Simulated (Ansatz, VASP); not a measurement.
SiO: programs and potentials compared

```xyz
2
Lattice="0.0000 2.4336 2.4336 2.4336 0.0000 2.4336 2.4336 2.4336 0.0000" Properties=species:S:1:pos:R:3 pbc="T T T"
Si    3.6505    3.6505    3.6505
O     0.0000    0.0000    0.0000
```

The cell comes from a database or a generator and needn't be the stable form of this composition.

Alike in all runs: task equation of state; functional PBE; k mesh 9 × 9 × 9; occupations fermi-dirac, width 0.05 eV; no spin polarisation; no spin-orbit coupling.

```csv
program and potentials,plane-wave cutoff (eV),notes,equilibrium volume (Å³/atom),bulk modulus (GPa)
"Ansatz, Ansatz PAW",420,-,14.40,62.5
"Ansatz, Ansatz PAW (earlier soft set)",420,-,14.40,62.4
"VASP, PBE PAW files O, Si, 520 eV",520,-,14.44,62.5
```

The equilibrium volume spans 14.40 (Ansatz, Ansatz PAW (earlier soft set)) to 14.44 Å³/atom (VASP, PBE PAW files O, Si, 520 eV). The bulk modulus spans 62.4 (Ansatz, Ansatz PAW (earlier soft set)) to 62.5 GPa (Ansatz, Ansatz PAW).

The functional is the same throughout but for its coding, so the spread measures potentials, basis and numerics; runs on potential files found faulty are left out.
